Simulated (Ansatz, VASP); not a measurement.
# Cross-check of Mg (Magnesium) between VASP and Ansatz

Wanted: the spread between two codes on one cell, functional and k mesh. The cell is taken from a series of runs on this material, whose earlier steps may have relaxed, scaled, displaced or heated it; both programs get it as it stands.

Main program and level: Ansatz 0.2.0; plane waves, with VASP 6.6.1 beside it; zone-centre phonons at PBEsol.

### Step 1. Starting point

It takes space group P6_3/mmc (No. 194, hexagonal). Conventional cell: a = 3.203 Å, b = 3.203 Å, c = 4.999 Å, α = 90.00°, β = 90.00°, γ = 120.00°. Nearest to Mg lie 12 Mg at 3.11 to 3.20 Å.

As a file:

```cif
data_structure
_symmetry_space_group_name_H-M 'P 1'
_symmetry_Int_Tables_number 1
_cell_length_a 3.2032
_cell_length_b 3.2032
_cell_length_c 4.9990
_cell_angle_alpha 90.000
_cell_angle_beta 90.000
_cell_angle_gamma 120.000
_cell_volume 44.42
loop_
_atom_site_label
_atom_site_type_symbol
_atom_site_fract_x
_atom_site_fract_y
_atom_site_fract_z
_atom_site_occupancy
Mg1 Mg 0.33333 0.66667 0.25000 1
Mg2 Mg 0.66667 0.33333 0.75000 1
```

### Step 2. VASP: zone-centre phonons, PBEsol, pair 1

Second derivatives magnify differences that forces hide, and they need a tight electronic threshold.

Lines of VASP's logs that name or quote its potential files are left out, and so is its time.

INCAR

```
SYSTEM = Mg
PREC = Accurate
ENCUT = 600
EDIFF = 1E-08
NELM = 120
ISMEAR = 1
SIGMA = 0.2
LREAL = .FALSE.
ALGO = Normal
GGA = PS
NBANDS = 8
LORBIT = 11
LWAVE = .FALSE.
LCHARG = .FALSE.
ISIF = 2
IBRION = 8
LASPH = .TRUE.
GGA_COMPAT = .FALSE.
KPAR = 2
```

POSCAR

```
Mg
1.0
    3.2031766866      0.0000000000      0.0000000000
   -1.6015883433      2.7740323834      0.0000000000
    0.0000000000      0.0000000000      4.9990493255
Mg
2
Direct
    0.3333333357      0.6666666643      0.2500000000
    0.6666666643      0.3333333357      0.7500000000
```

KPOINTS

```
Automatic mesh
0
Gamma
15 15 8
0 0 0
```

Potentials, in the order of the species: Mg (PBE family, release 64).

Command:

```bash
$ mpirun -np 2 vasp_std
```

Numbers of over 12 decimals in the logs are rounded to 6 here.

The program printed:

```text
[banner, memory and clock lines left out]
running    2 mpi-ranks, on    1 nodes
 distrk:  each k-point on    1 cores,    2 groups
 distr:  one band on    1 cores,    1 groups

 POSCAR found type information on POSCAR Mg
 POSCAR found :  1 types and       2 ions
|                                                                             |
|               ----> ADVICE to this user running VASP <----                  |
|                                                                             |
|     You enforced a specific xc type in the INCAR file but a different       |
|     [... a line on the potential file left out ...]
|     I HOPE YOU KNOW WHAT YOU ARE DOING!                                     |
|                                                                             |

 LDA part: xc-table for (Slater+PW92), standard interpolation
 POSCAR, INCAR and KPOINTS ok, starting setup
 FFT: planning ... GRIDC
 FFT: planning ... GRID_SOFT
 FFT: planning ... GRID
 WAVECAR not read
 entering main loop
       N       E                     dE             d eps       ncg     rms          rms(c)
DAV:   1    -0.568927288852E+00   -0.56893E+00   -0.14859E+03  2160   0.405E+02
DAV:   2    -0.344694568457E+01   -0.28780E+01   -0.27545E+01  2856   0.238E+01
DAV:   3    -0.346407540503E+01   -0.17130E-01   -0.17037E-01  3000   0.241E+00
DAV:   4    -0.346411826989E+01   -0.42865E-04   -0.42865E-04  3080   0.103E-01
DAV:   5    -0.346411836352E+01   -0.93629E-07   -0.93932E-07  2936   0.356E-03    0.964E-01
DAV:   6    -0.345355195786E+01    0.10566E-01   -0.51237E-04  2672   0.173E-01    0.614E-01
DAV:   7    -0.344405918502E+01    0.94928E-02   -0.21664E-03  2304   0.315E-01    0.311E-02
DAV:   8    -0.344406350401E+01   -0.43190E-05   -0.15922E-05  3408   0.287E-02    0.639E-03
DAV:   9    -0.344406327800E+01    0.22601E-06   -0.91453E-07  2496   0.462E-03    0.580E-04
DAV:  10    -0.344406315645E+01    0.12155E-06   -0.38870E-09  3360   0.370E-04    0.131E-04
DAV:  11    -0.344406315208E+01    0.43706E-08   -0.20149E-10  1648   0.120E-04
   1 F= -.34440632E+01 E0= -.34436415E+01  d E =-.126492E-02
 Linear response reoptimize wavefunctions to high precision
DAV:   1    -0.344406315062E+01    0.14637E-08   -0.41935E-12  2032   0.120E-05
DAV:   2    -0.344406315062E+01    0.00000E+00   -0.13823E-13  1416   0.269E-06
 Linear response DOF=           2
 Linear response progress:
  Degree of freedom:   1/  2
       N       E                     dE             d eps       ncg     rms          rms(c)
RMM:   1    -0.130656803877E-02   -0.13066E-02   -0.91930E-04 16592   0.180E-01
RMM:   2    -0.131329118473E-02   -0.67231E-05   -0.72158E-06 13989   0.154E-02    0.211E-02
RMM:   3    -0.130017668771E-02    0.13114E-04   -0.41904E-07 14459   0.636E-03    0.135E-02
RMM:   4    -0.130150294097E-02   -0.13263E-05   -0.10571E-06 14017   0.102E-02    0.738E-04
RMM:   5    -0.130202387904E-02   -0.52094E-06   -0.11064E-08 14951   0.500E-04    0.990E-05
RMM:   6    -0.130207865509E-02   -0.54776E-07   -0.16660E-09 15072   0.801E-05    0.194E-05
RMM:   7    -0.130213659755E-02   -0.57942E-07   -0.24179E-09 15221   0.180E-05    0.120E-06
RMM:   8    -0.130213809947E-02   -0.15019E-08    0.13315E-09 15096   0.363E-06    0.402E-07
 first order change of Fermi-energy   0.70802E-07
 force on displaced ion       1 direction 1 :  -0.869   0.000   0.000
 Linear response progress:
  Degree of freedom:   2/  2
       N       E                     dE             d eps       ncg     rms          rms(c)
RMM:   1    -0.123015627951E-01   -0.12302E-01   -0.65996E-02  6945   0.298E-01
RMM:   2    -0.396983435881E-02    0.83317E-02   -0.81829E-04  4751   0.414E-02    0.305E-02
RMM:   3    -0.387793061037E-02    0.91904E-04    0.37258E-05  4756   0.140E-02    0.140E-02
RMM:   4    -0.391725840683E-02   -0.39328E-04    0.39299E-06  4807   0.776E-03    0.526E-03
RMM:   5    -0.391945858334E-02   -0.22002E-05    0.61818E-07  4842   0.398E-03    0.271E-04
RMM:   6    -0.391981009995E-02   -0.35152E-06    0.16478E-06  5046   0.245E-04    0.153E-04
RMM:   7    -0.392018440320E-02   -0.37430E-06    0.19707E-07  4970   0.104E-04    0.491E-06
RMM:   8    -0.392022206927E-02   -0.37666E-07    0.88071E-08  5242   0.129E-05    0.175E-06
RMM:   9    -0.392022394301E-02   -0.18737E-08    0.13569E-08  4802   0.288E-06    0.587E-07
 first order change of Fermi-energy   0.12939E-05
 force on displaced ion       1 direction 3 :   0.000  -0.000  -3.314
 Linear response finished
```

From OUTCAR (step 2):

```text
ion  position               nearest neighbor table
   1  0.333  0.667  0.250-   2 3.11   2 3.11   2 3.11   2 3.11   2 3.11   2 3.11
   2  0.667  0.333  0.750-   1 3.11   1 3.11   1 3.11   1 3.11   1 3.11   1 3.11

  LATTYP: Found a hexagonal cell.
 ALAT       =     3.2031766866
 C/A-ratio  =     1.5606536306

 Subroutine GETGRP returns: Found 24 space group operations
 (whereof 12 operations were pure point group operations)

The static configuration has the point symmetry D_3d.
 The point group associated with its full space group is D_6h.

 Found    135 irreducible k-points:

   k-points           NKPTS =    135   k-points in BZ     NKDIM =    135   number of bands    NBANDS=      8

   dimension x,y,z NGX =    28 NGY =   28 NGZ =   40
   dimension x,y,z NGXF=    56 NGYF=   56 NGZF=   80

   ENCUT  =  600.0 eV  44.10 Ry    6.64 a.u.   6.40  6.40  9.98*2*pi/ulx,y,z

   NELECT =       4.0000    total number of electrons

 k-points in reciprocal lattice and weights: Automatic mesh
   0.00000000  0.00000000  0.00000000       0.001
   0.06666667  0.00000000  0.00000000       0.003
   0.13333333  0.00000000  0.00000000       0.003
   0.20000000  0.00000000  0.00000000       0.003
   0.26666667  0.00000000  0.00000000       0.003
   0.33333333  0.00000000  0.00000000       0.003
   0.40000000  0.00000000  0.00000000       0.003
   0.46666667  0.00000000  0.00000000       0.003
   0.06666667  0.06666667  0.00000000       0.003
[...]
0.33333333  0.26666667  0.50000000       0.007
   0.33333333  0.33333333  0.50000000       0.001

 average (electrostatic) potential at core
       1 -38.7054       2 -38.7054

  Total       -0.0092584     -0.0092584      0.4364269      0.0000000      0.0000000      0.0000000
  in kB       -0.3339404     -0.3339404     15.7413588      0.0000000      0.0000000      0.0000000
  external PRESSURE =       5.0244927 kB  Pullay stress =       0.0000000 kB

  energy-cutoff  :      600.00
  volume of cell :       44.42
      direct lattice vectors                 reciprocal lattice vectors
     3.203176687  0.000000000  0.000000000     0.312190084  0.180243029  0.000000000
    -1.601588343  2.774032383  0.000000000     0.000000000  0.360486058  0.000000000
     0.000000000  0.000000000  4.999049325     0.000000000  0.000000000  0.200038034

 POSITION                                       TOTAL-FORCE (eV/Angst)
 -----------------------------------------------------------------------------------
      0.00000      1.84935      1.24976         0.000000      0.000000      0.000000
      1.60159      0.92468      3.74929        -0.000000     -0.000000      0.000000
 -----------------------------------------------------------------------------------
    total drift:                                0.000000     -0.000000      0.000000

 Eigenvectors and eigenvalues of the dynamical matrix
 ----------------------------------------------------

   1 f  =    8.163913 THz    51.295378 2PiTHz  272.318825 cm-1    33.763216 meV
             X         Y         Z           dx          dy          dz
      0.000000  1.849355  1.249762     0.000000    0.000000   -0.707107
      1.601588  0.924677  3.749287    -0.000000    0.000000    0.707107

   2 f  =    4.180487 THz    26.266773 2PiTHz  139.446028 cm-1    17.289096 meV
             X         Y         Z           dx          dy          dz
      0.000000  1.849355  1.249762    -0.707107   -0.000000   -0.000000
      1.601588  0.924677  3.749287     0.707107    0.000000    0.000000

   3 f  =    4.180487 THz    26.266773 2PiTHz  139.446028 cm-1    17.289096 meV
             X         Y         Z           dx          dy          dz
      0.000000  1.849355  1.249762    -0.000000   -0.707107   -0.000000
      1.601588  0.924677  3.749287    -0.000000    0.707107    0.000000

   4 f  =    0.000000 THz     0.000000 2PiTHz    0.000001 cm-1     0.000000 meV
             X         Y         Z           dx          dy          dz
      0.000000  1.849355  1.249762     0.685375   -0.173956   -0.000000
      1.601588  0.924677  3.749287     0.685375   -0.173956    0.000000

   5 f  =    0.000000 THz     0.000000 2PiTHz    0.000000 cm-1     0.000000 meV
             X         Y         Z           dx          dy          dz
      0.000000  1.849355  1.249762    -0.000000   -0.000000    0.707107
      1.601588  0.924677  3.749287     0.000000    0.000000    0.707107

   6 f/i=    0.000000 THz     0.000000 2PiTHz    0.000000 cm-1     0.000000 meV
             X         Y         Z           dx          dy          dz
      0.000000  1.849355  1.249762    -0.173956   -0.685375   -0.000000
      1.601588  0.924677  3.749287    -0.173956   -0.685375    0.000000

 ELASTIC MODULI CONTR FROM IONIC RELAXATION (kBar)
 Direction    XX          YY          ZZ          XY          YZ          ZX
 --------------------------------------------------------------------------------
 XX         -39.6484     39.6484     -0.0000      0.0000      0.0000      0.0000
 YY          39.6484    -39.6484      0.0000     -0.0000      0.0000      0.0000
 ZZ          -0.0000      0.0000     -0.0000     -0.0000      0.0000      0.0000
 XY           0.0000     -0.0000     -0.0000    -39.6484      0.0000      0.0000
 YZ           0.0000      0.0000      0.0000      0.0000      0.0000      0.0000
 ZX           0.0000      0.0000      0.0000      0.0000      0.0000      0.0000
 --------------------------------------------------------------------------------
```

### Step 3. Ansatz: zone-centre phonons, PBEsol, pair 1

Ansatz runs on its PAW soft_1 files.

The same cell, functional, mesh and smearing now go to Ansatz, which takes its cutoff from its data sets.

input.yaml

```yaml
crystal:
  lattice:
    - [3.2031766866, 0.0, 0.0]
    - [-1.6015883433, 2.7740323834, 0.0]
    - [0.0, 0.0, 4.9990493255]
  atoms:
    - { symbol: Mg, position: [0.3333333357, 0.6666666643, 0.25] }
    - { symbol: Mg, position: [0.6666666643, 0.3333333357, 0.75] }
kpoints:
  mp_grid: { grid: [15, 15, 8] }
hamiltonian:
  xc: pbesol
  pseudopotentials: { kind: paw, azcp: { folder: soft_1 }, xc_functional: pbe }
scf:
  occupations: { method: methfessel_paxton, width: 0.2 }
output:
  eigenvalues: true
phonons:
  method: dfpt
```

Command:

```bash
$ ansatz run input.yaml --threads 4 --pin off --max-ram 10240MiB --backend cpu --events-out ev --progress --plain --runs-dir out
```

The program printed:

```text
zone centre: on kpoints.mp_grid the ground state, and the responses unless they are solved on pairs of k-points, stand on 320 of the mesh's 1800 k-points, reduced under 4 symmetry operations, with k and −k counted as one. Each operation leaves every solved displacement unchanged or reverses it
Engine: ansatz 0.2.0, x86_64-unknown-linux-gnu
Pseudopotentials: kind: paw
Pseudopotential: Mg, paw, valence charge 10, recommended cutoff 420 eV (normal), soft_1/Mg.paw.azcp
Functional definition: PBEsol
  exchange = pbesol_x
  correlation = pbesol_c
Crystal: 2 atoms, lattice volume = 44.420 Å³
Basis set: ecut = 420 eV, 881 PW (Γ), exchange–correlation on 48×48×72 points (8 copies of the dense FFT grid, shifted against one another)
Bands: 14, of which v1, the nominal top of the filled ones, is band 10 counted from 1 (9 counted from 0)
Symmetry: 24 space group operations
k-points: 320 of 1800 (irreducible under 4 space group operations, time reversal used)
Non-local potential: Mg, projectors of the file, l = 0: 3, l = 1: 2, l = 2: 1
PAW form: soft (Blöchl's): semilocal exchange-correlation on the pseudo side does not see the compensation charge
PAW frozen core: Mg, regenerated for the run's functional, and the local potential with it (the file was generated under x = pbe(κ = 0.804, μ = 0.219515), c = pbe(β = 0.066725))
PAW one-centre angular grid: Mg, 110 points (default); XC on 64 Gauss nodes
Initial density: superposition of atomic densities (chi_scale 0.1, normalization cell)
Initial wavefunctions: pseudopotential atomic-orbital guess
Functional: x = pbesol(κ = 0.804, μ = 0.123457), c = pbesol(β = 0.046)
SCF iter   1: F=—  HF=-3824.131474 eV  |F-HF|=—  |Δ(HF+E_count)|=         —  Δρ=1.42e-2  dr2=1.16e-1  ethr=3.10e-3  ⟨swp⟩=5.0  Hψ=22196  notcnv=0
preconditioner: auto → none  [metal: Δε(μ)=0.011 eV  Ē_g=7.027 eV  σ=0.200 eV  W_gap=0.05  n_scr=8 (ndim 8)  ℏωp=11.1 eV  f_vac=0.000  D(μ)=0.84/eV (n_scr^D=2)  sad-step TF]
SCF iter   2: F=—  HF=-3824.119527 eV  |F-HF|=—  |Δ(HF+E_count)|=   1.19e-2  S|Δr|=    0.00e0  Δρ=9.92e-3  dr2=5.87e-2  ethr=5.82e-4  ⟨swp⟩=1.0  Hψ=7040  notcnv=0
SCF iter   3: F=—  HF=-3824.100904 eV  |F-HF|=—  |Δ(HF+E_count)|=   1.86e-2  S|Δr|=    0.00e0  Δρ=1.51e-3  dr2=1.29e-3  ethr=2.94e-4  ⟨swp⟩=1.2  Hψ=4537  notcnv=0
SCF iter   4: F=—  HF=-3824.100719 eV  |F-HF|=—  |Δ(HF+E_count)|=   1.85e-4  S|Δr|=    0.00e0  Δρ=1.35e-4  dr2=3.28e-6  ethr=6.44e-6  ⟨swp⟩=2.9  Hψ=7768  notcnv=0
SCF iter   5: F=—  HF=-3824.100716 eV  |F-HF|=—  |Δ(HF+E_count)|=   2.62e-6  S|Δr|=    0.00e0  Δρ=1.56e-5  dr2=3.05e-8  ethr=1.64e-8  ⟨swp⟩=2.0  Hψ=7764  notcnv=0
SCF iter   6: F=—  HF=-3824.100716 eV  |F-HF|=—  |Δ(HF+E_count)|=   7.25e-8  S|Δr|=    0.00e0  Δρ=2.77e-6  dr2=8.57e-10  ethr=1.52e-10  ⟨swp⟩=2.0  Hψ=7681  notcnv=0
SCF iter   7: F=-3824.100716 eV  HF=-3824.100716 eV  |F-HF|=3.64e-12  |Δ(HF+E_count)|=   1.57e-9  S|Δr|=    0.00e0  Δρ=1.33e-7  dr2=3.09e-12  ethr=1.00e-12  ⟨swp⟩=4.4  Hψ=22445  notcnv=0
SCF 1 converged in 7 iterations: F = -3824.100716 eV  dr2 = 3.09e-12
  greatest PAW one-centre occupation: 1.000 electrons in one spin orbital (limit 2), on the Mg atom at site 1 (counted from 0), in its partial waves of l = 0
DFPT response loops at Γ: preconditioner auto → Kerker (q_TF=auto, 2.389 Å⁻¹) (partly filled bands, converged f_vac=0.000); β = 1.00, the filter's whole step (`scf.mixing.beta` (0.50) is not read by the response loops under this deck's `scf.mixing.preconditioner`; to damp them name `kerker` or `kerker_dos`, under which they read `scf.mixing.beta`, and type it under 1.00, their step now; both keys bind the ground state too); Broyden in place of MSR1
SCF converged after 7 iterations
Stability not checked: this state was not tested for a lower state beside it, because cold or Methfessel-Paxton smearing, or corrected tetrahedra, fill the levels in a way that the test cannot read (fill_not_monotonic; see scf.lower_state_search)
Free energy (F): -3824.100716 eV
Harris-Foulkes:  -3824.100716 eV  (|F-HF|=3.64e-12)
Internal energy: -3824.099414 eV  (E = F + TS)
E sigma→0 (E₀):  -3824.100391 eV
Entropy (-TS):   -0.001302 eV (-0.651 meV/atom)
Fermi energy:    5.821699 eV
--- Per-component energies (eV) ---
  E_band       = -707.355063
  E_kinetic    = 138.776451
  E_local      = -3402.498429  (includes V_loc(G=0)·N_el)
  E_nonlocal   = 391.911350
  E_hartree    = 1158.258335
  E_xc         = -51.619744
  E_vxc        = -66.900002  (∫ρ·V_xc dr)
  E_paw        = -579.947057  (= ΣΔE_a)
  E_vpaw       = -85.160845  (= ΣTr[D̂ρ^β])
  E_aug_tail   = -0.000295  (compensation charges beyond the density's cutoff)
  E_ewald      = -1479.097749
  E_core_change = 0.117725  (= ΣΔE_core)
  E_smearing   = -0.001302  (= −TS)
  E_closure    = -0.000000  (closes the sum)
  Σ components = -3824.100716   (vs F -3824.100716, Δ=0.00e0)
--- Band table (eV; the first three rows and the last of 320) ---
  k-point 0: bands = [... 6 lower, -36.6899, -36.6877, -1.2338, 4.3220, 4.9705, 16.5284, 16.5284, 16.6166]
  k-point 1: bands = [... 6 lower, -36.6902, -36.6893, -1.1391, 3.2642, 6.1889, 16.6032, 16.6032, 16.6801]
  k-point 2: bands = [... 6 lower, -36.6910, -36.6910, -0.8559, 2.1020, 7.8325, 15.7457, 16.8189, 16.8189]
  k-point 319: bands = [... 6 lower, -36.6957, -36.6957, 3.3767, 3.3767, 8.2235, 8.2235, 9.7030, 9.7030]
--- Phonons (Γ-DFPT): 2 representative perturbations + reference, on 320 of 1800 k-points (Σ response iterations 6) ---
  k mesh reduced under 4 symmetry operations, with k and −k counted as one. Each operation leaves every solved displacement unchanged or reverses it
  ASR residual: 8.452e-5 → 0.000e0 eV/Å²; symmetrization residual: 3.516e-13 eV/Å²
  ASR residual per site (eV/Å²): 8.45e-5 8.45e-5
  Γ frequencies (cm⁻¹): 0.00 0.00 0.00 139.01 139.01 271.31
  non-analytic LO–TO correction: not included (Born effective charges unavailable; polar crystals: no LO–TO splitting at Γ)
```

### Step 4. Comparison

Known differences besides the potentials themselves: the data sets hold 20 valence electrons in Ansatz (on its PAW soft_1 files) and 4 in VASP; the cutoff is 420 eV in Ansatz and 600 eV in VASP; Ansatz makes its cores anew for this functional, VASP keeps those of its PBE data sets. Total energies have different zeros and are not compared.

Both answers:

```csv
quantity,Ansatz,VASP,difference
optical mode 1 to 2 (cm⁻¹),139.0,139.4,-0.31 %
optical mode 3 (cm⁻¹),271.3,272.3,-0.37 %
```

Modes are paired by rising frequency, not by their patterns, so a pair may set unlike modes beside each other; they are those without the splitting of longitudinal modes.

(Part 1 of 2 ends here.)

[Lines on the potential files, build, host, timing and source positions are cut from VASP's logs without a mark.]

[Logs are printed without paths, hosts, clocks, repeated set-up lines and the standing remarks that a program may print on its own settings, such as how far it seeks lower states.]

[Hosts, paths, dates, database ids (printed as entryN), source tags and the programs' standing remarks are cut or masked in the printed files.]
